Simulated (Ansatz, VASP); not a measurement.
# Hf (Hafnium): VASP beside Ansatz, part 2 of 2

Aim: how closely do two programs agree when they are given the same cell, functional and k mesh? The cell is taken from a series of runs on this material, whose earlier steps may have relaxed, scaled, displaced or heated it; both programs get it as it stands.

VASP 6.6.1 and Ansatz 0.2.0.

So far: The starting structure; VASP: zone-centre phonons, PBEsol.

## Step 3: Ansatz: zone-centre phonons, PBEsol

Level of this step: Ansatz beside VASP: Kohn-Sham DFT, plane waves, PBEsol (Ansatz).

Ansatz runs on its PAW soft_1 files.

The same cell, functional, mesh and smearing now go to Ansatz, which takes its cutoff from its data sets.

The input, input.yaml:

```yaml
crystal:
  lattice:
    - [3.2032085779, 0.0, 0.0]
    - [-1.6016042889, 2.7740600021, 0.0]
    - [0.0, 0.0, 5.0573335534]
  atoms:
    - { symbol: Hf, position: [0.3333333333, 0.6666666667, 0.25] }
    - { symbol: Hf, position: [0.6666666667, 0.3333333333, 0.75] }
kpoints:
  mp_grid: { grid: [15, 15, 8] }
hamiltonian:
  xc: pbesol
  pseudopotentials: { kind: paw, azcp: { folder: soft_1 }, xc_functional: pbe }
scf:
  occupations: { method: methfessel_paxton, width: 0.2 }
output:
  eigenvalues: true
phonons:
  method: dfpt
```

On the command line:

```sh
ansatz run input.yaml --threads 4 --pin off --max-ram 10240MiB --backend cpu --events-out ev --progress --plain --runs-dir out
```

Numbers of over 12 decimals in the logs are rounded to 6 here.

What it wrote:

```text
zone centre: on kpoints.mp_grid the ground state, and the responses unless they are solved on pairs of k-points, stand on 320 of the mesh's 1800 k-points, reduced under 4 symmetry operations, with k and −k counted as one. Each operation leaves every solved displacement unchanged or reverses it
Engine: ansatz 0.2.0, x86_64-unknown-linux-gnu
Pseudopotentials: kind: paw
Pseudopotential: Hf, paw, valence charge 26, recommended cutoff 420 eV (normal), soft_1/Hf.paw.azcp
Functional definition: PBEsol
  exchange = pbesol_x
  correlation = pbesol_c
Crystal: 2 atoms, lattice volume = 44.939 Å³
Basis set: ecut = 420 eV, 881 PW (Γ), exchange–correlation on 48×48×72 points (8 copies of the dense FFT grid, shifted against one another)
Bands: 32, of which v1, the nominal top of the filled ones, is band 26 counted from 1 (25 counted from 0)
Symmetry: 24 space group operations
k-points: 320 of 1800 (irreducible under 4 space group operations, time reversal used)
Non-local potential: Hf, projectors of the file, l = 0: 3, l = 1: 2, l = 2: 2, l = 3: 3
PAW form: soft (Blöchl's): semilocal exchange-correlation on the pseudo side does not see the compensation charge
PAW frozen core: Hf, regenerated for the run's functional, and the local potential with it (the file was generated under x = pbe(κ = 0.804, μ = 0.219515), c = pbe(β = 0.066725))
PAW one-centre angular grid: Hf, 590 points (default); XC on 64 Gauss nodes
Initial density: superposition of atomic densities (chi_scale 0.1, normalization cell)
Initial wavefunctions: pseudopotential atomic-orbital guess
Functional: x = pbesol(κ = 0.804, μ = 0.123457), c = pbesol(β = 0.046)
SCF iter   1: F=—  HF=-31197.841186 eV  |F-HF|=—  |Δ(HF+E_count)|=         —  Δρ=3.58e-2  dr2=7.09e-1  ethr=3.10e-3  ⟨swp⟩=4.9  Hψ=34492  notcnv=0
preconditioner: auto → Kerker (q_TF=auto, 2.795 Å⁻¹)  [metal: Δε(μ)=0.023 eV  Ē_g=16.872 eV  σ=0.200 eV  W_gap=0.10  n_scr=22 (ndim 8)  ℏωp=38.4 eV  f_vac=0.000  D(μ)=1.33/eV (n_scr^D=8)]
SCF iter   2: F=—  HF=-31197.688175 eV  |F-HF|=—  |Δ(HF+E_count)|=   1.53e-1  S|Δr|=    0.00e0  Δρ=2.28e-2  dr2=2.83e-1  ethr=1.36e-3  ⟨swp⟩=3.0  Hψ=19747  notcnv=0  defer=108
SCF iter   3: F=—  HF=-31197.628078 eV  |F-HF|=—  |Δ(HF+E_count)|=   6.01e-2  S|Δr|=    0.00e0  Δρ=9.07e-3  dr2=4.47e-2  ethr=5.43e-4  ⟨swp⟩=2.0  Hψ=16049  notcnv=0  defer=107
SCF iter   4: F=—  HF=-31197.579795 eV  |F-HF|=—  |Δ(HF+E_count)|=   4.83e-2  S|Δr|=    0.00e0  Δρ=3.13e-3  dr2=2.20e-3  ethr=8.59e-5  ⟨swp⟩=2.0  Hψ=18527  notcnv=0  defer=107
SCF iter   5: F=—  HF=-31197.581024 eV  |F-HF|=—  |Δ(HF+E_count)|=   1.23e-3  S|Δr|=    0.00e0  Δρ=7.96e-4  dr2=2.90e-4  ethr=4.23e-6  ⟨swp⟩=2.7  Hψ=18179  notcnv=0  defer=104
SCF iter   6: F=—  HF=-31197.581267 eV  |F-HF|=—  |Δ(HF+E_count)|=   2.43e-4  S|Δr|=    0.00e0  Δρ=1.58e-4  dr2=9.13e-6  ethr=5.58e-7  ⟨swp⟩=2.1  Hψ=18508  notcnv=0  defer=104
SCF iter   7: F=—  HF=-31197.581288 eV  |F-HF|=—  |Δ(HF+E_count)|=   2.12e-5  S|Δr|=    0.00e0  Δρ=3.56e-5  dr2=5.74e-7  ethr=1.76e-8  ⟨swp⟩=2.4  Hψ=18897  notcnv=0  defer=104
SCF iter   8: F=—  HF=-31197.581285 eV  |F-HF|=—  |Δ(HF+E_count)|=   2.75e-6  S|Δr|=    0.00e0  Δρ=6.87e-6  dr2=2.28e-8  ethr=1.10e-9  ⟨swp⟩=2.5  Hψ=14808  notcnv=0  defer=125
SCF iter   9: F=—  HF=-31197.581285 eV  |F-HF|=—  |Δ(HF+E_count)|=   3.70e-9  S|Δr|=    0.00e0  Δρ=1.40e-6  dr2=7.14e-10  ethr=4.38e-11  ⟨swp⟩=2.5  Hψ=18502  notcnv=0  defer=125
SCF iter  10: F=—  HF=-31197.581285 eV  |F-HF|=—  |Δ(HF+E_count)|=  3.64e-11  S|Δr|=    0.00e0  Δρ=2.48e-7  dr2=2.52e-11  ethr=1.37e-12  ⟨swp⟩=2.6  Hψ=18864  notcnv=0  defer=125
SCF iter  11: F=-31197.581285 eV  HF=-31197.581285 eV  |F-HF|=1.82e-11  |Δ(HF+E_count)|=  7.28e-12  S|Δr|=    0.00e0  Δρ=7.40e-8  dr2=1.30e-12  ethr=1.00e-12  ⟨swp⟩=4.7  Hψ=90502  notcnv=0
SCF 1 converged in 11 iterations: F = -31197.581285 eV  dr2 = 1.30e-12
  Residual-converged pass: ⟨swp⟩=1.3  Hψ=11956  notcnv=0  max |occ|·‖R‖ = 7.1e-9 eV (tolerance 1.0e-8 eV)  dr2=1.30e-12  dr2_onsite=1.19e-12  max |Δocc| = 2.8e-13
  greatest PAW one-centre occupation: 0.998 electrons in one spin orbital (limit 2), on the Hf atom at site 1 (counted from 0), in its partial waves of l = 0
DFPT response loops at Γ: preconditioner auto → Kerker (q_TF=auto, 2.795 Å⁻¹) (partly filled bands, converged f_vac=0.000); β = 1.00, the filter's whole step (`scf.mixing.beta` (0.50) is not read by the response loops under this deck's `scf.mixing.preconditioner`; to damp them name `kerker` or `kerker_dos`, under which they read `scf.mixing.beta`, and type it under 1.00, their step now; both keys bind the ground state too); Broyden in place of MSR1
SCF converged after 11 iterations
Stability not checked: this state was not tested for a lower state beside it, because cold or Methfessel-Paxton smearing, or corrected tetrahedra, fill the levels in a way that the test cannot read (fill_not_monotonic; see scf.lower_state_search)
Free energy (F): -31197.581285 eV
Harris-Foulkes:  -31197.581285 eV  (|F-HF|=1.82e-11)
Internal energy: -31197.585582 eV  (E = F + TS)
E sigma→0 (E₀):  -31197.582359 eV
Entropy (-TS):   0.004296 eV (2.148 meV/atom)
Fermi energy:    17.926148 eV
--- Per-component energies (eV) ---
  E_band       = -30.639666
  E_kinetic    = 817.588427
  E_local      = -12664.718888  (includes V_loc(G=0)·N_el)
  E_nonlocal   = 129.288961
  E_hartree    = 6158.353047
  E_xc         = -528.684835
  E_vxc        = -508.455463  (∫ρ·V_xc dr)
  E_paw        = -15150.596983  (= ΣΔE_a)
  E_vpaw       = -121.048969  (= ΣTr[D̂ρ^β])
  E_aug_tail   = 0.000187  (compensation charges beyond the density's cutoff)
  E_ewald      = -9961.317609
  E_core_change = 2.502112  (= ΣΔE_core)
  E_smearing   = 0.004296  (= −TS)
  E_closure    = -0.000000  (closes the sum)
  Σ components = -31197.581285   (vs F -31197.581285, Δ=0.00e0)
--- Band table (eV; the first three rows and the last of 320) ---
  k-point 0: bands = [... 22 lower, 10.5378, 14.2083, 18.5774, 19.0633, 19.0633, 19.3640, 19.8845, 19.8845, ... 2 higher]
  k-point 1: bands = [... 22 lower, 10.6818, 14.1325, 18.3722, 18.9783, 18.9783, 19.2387, 19.7641, 19.7641, ... 2 higher]
  k-point 2: bands = [... 22 lower, 11.0986, 13.8473, 18.0104, 18.8571, 18.8571, 18.9025, 19.4824, 19.4824, ... 2 higher]
  k-point 319: bands = [... 22 lower, 15.0085, 15.0085, 17.1473, 17.1473, 17.8907, 17.8907, 20.1077, 20.1077, ... 2 higher]
--- Phonons (Γ-DFPT): 2 representative perturbations + reference, on 320 of 1800 k-points (Σ response iterations 6) ---
  k mesh reduced under 4 symmetry operations, with k and −k counted as one. Each operation leaves every solved displacement unchanged or reverses it
  ASR residual: 3.079e-5 → 0.000e0 eV/Å²; symmetrization residual: 1.307e-9 eV/Å²
  ASR residual per site (eV/Å²): 3.08e-5 3.08e-5
  Γ frequencies (cm⁻¹): 0.00 0.00 0.00 79.55 79.55 90.42
  non-analytic LO–TO correction: not included (Born effective charges unavailable; polar crystals: no LO–TO splitting at Γ)
```

## Step 4: Side by side

Known differences besides the potentials themselves: the data sets hold 52 valence electrons in Ansatz (on its PAW soft_1 files) and 20 in VASP; the cutoff is 420 eV in Ansatz and 500 eV in VASP; Ansatz makes its cores anew for this functional, VASP keeps those of its PBE data sets. Total energies have different zeros and are not compared.

The two programs side by side:

| quantity | Ansatz | VASP | difference |
| --- | --- | --- | --- |
| optical mode 1 to 2 (cm⁻¹) | 79.5 | 80.0 | -0.56 % |
| optical mode 3 (cm⁻¹) | 90.4 | 88.3 | +2.41 % |

Modes are paired by rising frequency, not by their patterns, so a pair may set unlike modes beside each other; they are those without the splitting of longitudinal modes.

## Step 5: Results

- r.m.s. difference of the optical zone-centre modes, each program's sorted by frequency (zone-centre phonons, PBEsol): 1.3 cm⁻¹
- difference in optical mode 3 (zone-centre phonons, PBEsol): +2.4 %

In words: The r.m.s. difference of the optical zone-centre modes, each program's sorted by frequency is 1.3 cm⁻¹ (zone-centre phonons, PBEsol). The data sets hold unlike numbers of valence electrons (52 in Ansatz and 20 in VASP), so part of the differences comes from the potentials. Among the rows given in per cent, the largest difference of the zone-centre phonons, PBEsol pair is in optical mode 3, +2.4 %. Such differences can come from data sets, numerical settings and the points named under the comparisons, not from the functional's error against experiment.

[Lines on the potential files, build, host, timing and source positions are cut from VASP's logs without a mark.]

[Logs are printed without paths, hosts, clocks, repeated set-up lines and the standing remarks that a program may print on its own settings, such as how far it seeks lower states.]

[Hosts, paths, dates, database ids (printed as entryN), source tags and the programs' standing remarks are cut or masked in the printed files.]
